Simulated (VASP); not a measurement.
# CdSi2 (P-3m1) in VASP: electric field gradients with PBE

Aim: the electric field gradients of CdSi2 with PBE.

All numbers are computed with VASP 6.6.1; they aren't measurements. Logs are shortened: lines on timing, memory, paths and dates and some standing lists are left out, and cuts for length are marked.

## (1) The crystal as given

The structure is trigonal, space group P-3m1 (No. 164). Conventional cell: a = 3.752 Å, b = 3.752 Å, c = 4.967 Å, α = 90.00°, β = 90.00°, γ = 120.00°. Around Cd (site symmetry -3m) lie 6 Si at 2.95 Å. Si (site symmetry 3m) is surrounded by 3 Si at 2.37 Å.

The cell comes from a database or a generator and needn't be the stable form of this composition.

## (2) Electric field gradients, PBE

INCAR

```
SYSTEM = CdSi2
PREC = Accurate ; ENCUT = 520
EDIFF = 1E-8 ; ISMEAR = -1
SIGMA = 0.15 ; LREAL = .FALSE.
LASPH = .TRUE. ; NELM = 100
ALGO = Fast ; ISIF = 2
LWAVE = .FALSE. ; LCHARG = .FALSE.
GGA = PE ; LEFG = .TRUE.
NBANDS = 17
```

KPOINTS

```
regular mesh
0
G
  15 15 8
  0 0 0
```

POSCAR

```
CdSi2
1.0
    3.7523754671      0.0000000000      0.0000000000
   -1.8761877335      3.2496524790      0.0000000000
    0.0000000000      0.0000000000      4.9666047100
Cd Si
1 2
Direct
    0.0000000000      0.0000000000      0.0000000000
    0.3333333333      0.6666666667      0.4022773174
    0.6666666667      0.3333333333      0.5977226826
```

Potentials or basis: VASP PAW PBE potentials, release 64 (Cd, Si).

The run is started by

```console
> cat potpaw_PBE.64/Cd/POTCAR potpaw_PBE.64/Si/POTCAR > POTCAR
> mpirun -np 1 vasp_std > vasp.out
```

OUTCAR:

```text
SYSTEM = CdSi2
   PREC = Accurate
   ENCUT = 520
   EDIFF = 1E-8
   ISMEAR = -1
   LREAL = .FALSE.
   LASPH = .TRUE.
   NELM = 100
   ISIF = 2
   GGA = PE

 ion  position               nearest neighbor table
   1  0.000  0.000  0.000-   2 2.95   3 2.95   2 2.95   3 2.95   3 2.95   2 2.95
   2  0.333  0.667  0.402-   3 2.37   3 2.37   3 2.37   1 2.95   1 2.95   1 2.95
   3  0.667  0.333  0.598-   2 2.37   2 2.37   2 2.37   1 2.95   1 2.95   1 2.95

  LATTYP: Found a hexagonal cell.
 ALAT       =     3.7523754671
 C/A-ratio  =     1.3235894845

  Lattice vectors:

 A1 = (   3.7523754671,   0.0000000000,   0.0000000000)
 A2 = (  -1.8761877335,   3.2496524790,   0.0000000000)
 A3 = (   0.0000000000,   0.0000000000,   4.9666047100)

Analysis of symmetry for initial positions (statically):
=====================================================================
 Subroutine PRICEL returns:
 Original cell was already a primitive cell.

 Routine SETGRP: Setting up the symmetry group for a
 hexagonal supercell.

 Subroutine GETGRP returns: Found 12 space group operations
 (whereof 12 operations were pure point group operations)
 out of a pool of 24 trial point group operations.

The static configuration has the point symmetry D_3d.

Analysis of symmetry for dynamics (positions and initial velocities):
=====================================================================
 Subroutine PRICEL returns:
 Original cell was already a primitive cell.

 Routine SETGRP: Setting up the symmetry group for a
 hexagonal supercell.

 Subroutine GETGRP returns: Found 12 space group operations
 (whereof 12 operations were pure point group operations)
 out of a pool of 24 trial point group operations.

The dynamic configuration has the point symmetry D_3d.

 Subroutine INISYM returns: Found 12 space group operations
 (whereof 12 operations are pure point group operations),
 and found     1 'primitive' translations

----------------------------------------------------------------------------------------

                                     Primitive cell

  volume of cell :      60.5624

  direct lattice vectors                    reciprocal lattice vectors
     3.752375467  0.000000000  0.000000000     0.266497851  0.153862606  0.000000000
    -1.876187733  3.249652479  0.000000000     0.000000000  0.307725213  0.000000000
     0.000000000  0.000000000  4.966604710     0.000000000  0.000000000  0.201344794

  length of vectors
     3.752375467  3.752375467  4.966604710     0.307725213  0.307725213  0.201344794

  position of ions in fractional coordinates (direct lattice)
     0.000000000  0.000000000  0.000000000
     0.333333333  0.666666667  0.402277317
     0.666666667  0.333333333  0.597722683

  ion indices of the primitive-cell ions
   primitive index   ion index
                 1           1
                 2           2
                 3           3

----------------------------------------------------------------------------------------

 KPOINTS: regular mesh

Automatic generation of k-mesh.
 Grid dimensions read from file:
 generate k-points for:   15   15    8

 Generating k-lattice:

  Cartesian coordinates                     Fractional coordinates (reciprocal lattice)
     0.017766523  0.010257507  0.000000000     0.066666667  0.000000000  0.000000000
     0.000000000  0.020515014  0.000000000     0.000000000  0.066666667  0.000000000
     0.000000000  0.000000000  0.025168099     0.000000000  0.000000000  0.125000000

  Length of vectors
     0.020515014  0.020515014  0.025168099

  Shift w.r.t. Gamma in fractional coordinates (k-lattice)
     0.000000000  0.000000000  0.000000000

 Subroutine IBZKPT returns following result:
 ===========================================

 Found    192 irreducible k-points:

 Following reciprocal coordinates:
            Coordinates               Weight
  0.000000  0.000000  0.000000      1.000000
  0.066667  0.000000  0.000000      6.000000
  0.133333  0.000000  0.000000      6.000000
  0.200000  0.000000  0.000000      6.000000
  0.266667  0.000000  0.000000      6.000000
  0.333333  0.000000  0.000000      6.000000
[... 16 lines left out ...]
  0.333333  0.200000  0.000000     12.000000
  0.400000  0.200000  0.000000      6.000000
 [... further k-points ...]
   k-points           NKPTS =    192   k-points in BZ     NKDIM =    192   number of bands    NBANDS=     17
   number of dos      NEDOS =    301   number of ions     NIONS =      3
   total plane-waves  NPLWV =  31360
   dimension x,y,z NGX =    28 NGY =   28 NGZ =   40
   dimension x,y,z NGXF=    56 NGYF=   56 NGZF=   80
   ions per type =               1   2
   NGX,Y,Z   is equivalent  to a cutoff of  12.41, 12.41, 13.39 a.u.
   NGXF,Y,Z  is equivalent  to a cutoff of  24.81, 24.81, 26.78 a.u.
 SYSTEM =  CdSi2
   PREC   = accura    normal or accurate (medium, high low for compatibility)
   ISTART =      0    job   : 0-new  1-cont  2-samecut
   ICHARG =      2    charge: 1-file 2-atom 10-const
   ISPIN  =      1    spin polarized calculation?
   LNONCOLLINEAR =      F non collinear calculations
   LSORBIT =      F    spin-orbit coupling
   LASPH  =      T    aspherical Exc in radial PAW
   ENCUT  =  520.0 eV  38.22 Ry    6.18 a.u.   6.98  6.98  9.23*2*pi/ulx,y,z
   NELM   =    100;   NELMIN=  2; NELMDL= -5     # of ELM steps
   EDIFF  = 0.1E-07   stopping-criterion for ELM
   LREAL  =      F    real-space projection
   EDIFFG = 0.1E-06   stopping-criterion for IOM
   NSW    =      0    number of steps for IOM
   IBRION =     -1    ionic relax: 0-MD 1-quasi-New 2-CG
   NFREE  =      0    steps in history (QN), initial steepest desc. (CG)
   ISIF   =      2    stress and relaxation
   ISYM   =      2    0-nonsym 1-usesym 2-fastsym
   POTIM  = 0.5000    time-step for ionic-motion
   TEBEG  =    0.0;   TEEND  =   0.0 temperature during run
   PSTRESS=    0.0 pullay stress
   NELECT =      20.0000    total number of electrons
   NUPDOWN=      -1.0000    fix difference up-down
   EMIN   =  10.00;   EMAX   =-10.00  energy-range for DOS
   EFERMI =   0.00;   METHOD = LEGACY
   ISMEAR =    -1;   SIGMA  =   0.15  broadening in eV -4-tet -1-fermi 0-gaus
   EFERMI_NEDOS =   21; number of points for ismear=-14 and -15
   IALGO  =     68    algorithm
   IMIX   =      4    mixing-type and parameters
     AMIX     =   0.40;   BMIX     =  1.00
     AMIX_MAG =   1.60;   BMIX_MAG =  1.00
  volume/ion in A,a.u.               =      20.19       136.23
  Fermi-wavevector in a.u.,A,eV,Ry     =   1.131576  2.138369 17.421787  1.280465
  Thomas-Fermi vector in A             =   2.268276
   LORBIT       =      0    0 simple, 1 ext, 2 COOP (PROOUT), +10 PAW based schemes
   GGA     = PE    functional components
   LHFCALC =     F    Hartree Fock is set to
   AEXX    =    0.0000 exact exchange contribution
   IVDW    =     0    specifies the selected vdW correction
   LEPSILON=     F    determine dielectric tensor
   LRPA    =     F    only Hartree local field effects (RPA)
 non-spin polarized calculation
 RMM-DIIS sequential band-by-band and
  energy-cutoff  :      520.00
  volume of cell :       60.56
 maximum number of plane-waves:      1650
   NGX = 13   NGY = 13   NGZ = 19

 number of electron      20.0000008 magnetization

 Free energy of the ion-electron system (eV)
  ---------------------------------------------------
  ext. energy  EPLUGINS =         0.00000000
  ---------------------------------------------------
  free energy    TOTEN  =       -10.82573047 eV

  energy without entropy =      -10.76479421  energy(sigma->0) =      -10.79526234

 E-fermi :   4.8958     XC(G=0): -10.1920

 val. band max:        4.8752822032   @ k =   0.2000   0.2000   0.3750
 cond. band min:       4.9227657843   @ k =  -0.2000   0.4667   0.3750
 fundamental gap:      0.0474835811
 Fermi energy:         4.8957800678

 k-point     1 :       0.0000    0.0000    0.0000
  band No.  band energies     occupation
      1      -6.6783      2.00000
      2      -3.7209      2.00000
      3      -3.6692      2.00000
      4      -3.6692      2.00000
      5      -3.5514      2.00000
      6      -3.5514      2.00000
[... 9 lines left out ...]
     16      12.9913      0.00000
     17      13.3574      0.00000

 k-point     2 :       0.0667    0.0000    0.0000
  band No.  band energies     occupation
      1      -6.6203      2.00000
      2      -3.7128      2.00000
      3      -3.6809      2.00000
      4      -3.6611      2.00000
      5      -3.5628      2.00000
      6      -3.5511      2.00000
[... 9 lines left out ...]
     16      12.8971      0.00000
     17      13.5588      0.00000

 k-point     3 :       0.1333    0.0000    0.0000
  band No.  band energies     occupation
      1      -6.4474      2.00000
      2      -3.7292      2.00000
      3      -3.6792      2.00000
      4      -3.6412      2.00000
      5      -3.5884      2.00000
      6      -3.5469      2.00000
[... 9 lines left out ...]
     16      12.6768      0.00000
     17      13.1951      0.00000

 k-point     4 :       0.2000    0.0000    0.0000
  band No.  band energies     occupation
      1      -6.1620      2.00000
      2      -3.7902      2.00000
      3      -3.6603      2.00000
      4      -3.6240      2.00000
      5      -3.6017      2.00000
      6      -3.5279      2.00000
[... 9 lines left out ...]
     16      12.4146      0.00000
     17      13.2177      0.00000
[... 343 lines left out ...]
      1      -4.6778      2.00000
      2      -3.9324      2.00000
      3      -3.6958      2.00000
      4      -3.6675      2.00000
      5      -3.5895      2.00000
      6      -3.3406      2.00000
[... 9 lines left out ...]
     16      10.9519      0.00000
     17      15.0998      0.00000

 k-point    23 :       0.3333    0.2000    0.0000
  band No.  band energies     occupation
      1      -4.1914      2.00000
      2      -3.9438      2.00000
      3      -3.7079      2.00000
      4      -3.6775      2.00000
      5      -3.5918      2.00000
      6      -3.2686      2.00000
[... 9 lines left out ...]
     16      12.1424      0.00000
     17      14.5667      0.00000

 k-point    24 :       0.4000    0.2000    0.0000
  band No.  band energies     occupation
      1      -4.0052      2.00000
      2      -3.8826      2.00000
      3      -3.7173      2.00000
      4      -3.6759      2.00000
      5      -3.6135      2.00000
      6      -3.1969      2.00000
[... 9 lines left out ...]
     16      13.2842      0.00000
     17      13.6405      0.00000

 [... further k-points ...]

------------------------ aborting loop because EDIFF is reached ----------------------------------------

  FORCE on cell =-STRESS in cart. coord.  units (eV):
  Direction    XX          YY          ZZ          XY          YZ          ZX
  --------------------------------------------------------------------------------------
  -------------------------------------------------------------------------------------
  Total        0.0254229      0.0254229      0.0501747      0.0000000      0.0000000      0.0000000
  in kB        0.6725625      0.6725625      1.3273726      0.0000000      0.0000000      0.0000000
  external PRESSURE =       0.8908325 kB  Pullay stress =       0.0000000 kB

 VOLUME and BASIS-vectors are now :
 -----------------------------------------------------------------------------
  energy-cutoff  :      520.00
  volume of cell :       60.56
      direct lattice vectors                 reciprocal lattice vectors
     3.752375467  0.000000000  0.000000000     0.266497851  0.153862606  0.000000000
    -1.876187733  3.249652479  0.000000000     0.000000000  0.307725213  0.000000000
     0.000000000  0.000000000  4.966604710     0.000000000  0.000000000  0.201344794

 POSITION                                       TOTAL-FORCE (eV/Angst)
 -----------------------------------------------------------------------------------
      0.00000      0.00000      0.00000        -0.000000      0.000000      0.000000
     -0.00000      2.16643      1.99795         0.000000      0.000000      0.021720
      1.87619      1.08322      2.96865         0.000000      0.000000     -0.021720
 -----------------------------------------------------------------------------------
    total drift:                                0.000000      0.000000      0.000000

  FREE ENERGIE OF THE ION-ELECTRON SYSTEM (eV)
  ---------------------------------------------------
  free  energy   TOTEN  =       -10.8257304673 eV

  energy  without entropy=      -10.7647942145  energy(sigma->0) =      -10.79526234

 Electric field gradients (V/A^2)
---------------------------------------------------------------------
 ion       V_xx      V_yy      V_zz      V_xy      V_xz      V_yz
---------------------------------------------------------------------
   1       5.207     5.208   -10.415     0.000    -0.000     0.000
   2     -11.848   -11.848    23.695     0.000     0.000    -0.000
   3     -11.848   -11.848    23.695     0.000     0.000    -0.000
---------------------------------------------------------------------

 Electric field gradients after diagonalization (V/A^2)
 (convention: |V_zz| > |V_xx| > |V_yy|)
----------------------------------------------------------------------
 ion       V_xx      V_yy      V_zz     asymmetry (V_yy - V_xx)/ V_zz
----------------------------------------------------------------------
   1       5.208     5.207   -10.415       0.000
   2     -11.848   -11.848    23.695       0.000
   3     -11.848   -11.848    23.695       0.000
----------------------------------------------------------------------

           NMR quadrupolar parameters

 Cq : quadrupolar parameter    Cq=e*Q*V_zz/h
 eta: asymmetry parameters     (V_yy - V_xx)/ V_zz
 Q  : nuclear electric quadrupole moment in mb (millibarn)
----------------------------------------------------------------------
 ion       Cq(MHz)       eta       Q (mb)
----------------------------------------------------------------------
   1      -0.025       0.000       1.000
   2       0.057       0.000       1.000
   3       0.057       0.000       1.000
----------------------------------------------------------------------
```

It took 3.3 min on 1 thread of Intel Xeon Platinum 8259CL at 2.50GHz (Skylake/Cascade Lake), shared host; peak memory 0.32 GiB.

Results:

```
Free energy            : -10.8257 eV
Pressure               : 0.1 GPa
Largest force          : 0.022 eV/Å
Band gap on the k mesh : none (metal or under the smearing width)
```

Forces in eV/Å, atoms in the order of the input:
```
Cd   0.000  0.000  0.000
Si   0.000  0.000  0.022
Si   0.000  0.000 -0.022
```

Levels at points of the mesh, in eV from the Fermi level:
| k point | band 6 | band 7 | band 8 | band 9 | band 10 | band 11 | band 12 | band 13 | band 14 | band 15 |
| --- | --- | --- | --- | --- | --- | --- | --- | --- | --- | --- |
| (0.00, 0.00, 0.00) | -8.45 | -4.73 | -3.65 | -0.19 | -0.19 | 2.67 | 2.67 | 2.77 | 6.45 | 8.10 |
| (0.00, 0.00, 0.50) | -8.46 | -7.45 | -0.23 | -0.23 | 1.43 | 2.84 | 3.45 | 3.45 | 3.86 | 6.82 |

Electric field gradients, principal values (V/Å²):
```tsv
atom	Vxx	Vyy	Vzz
1 Cd	5.207	5.208	-10.415
2 Si	-11.848	-11.848	23.695
3 Si	-11.848	-11.848	23.695
```
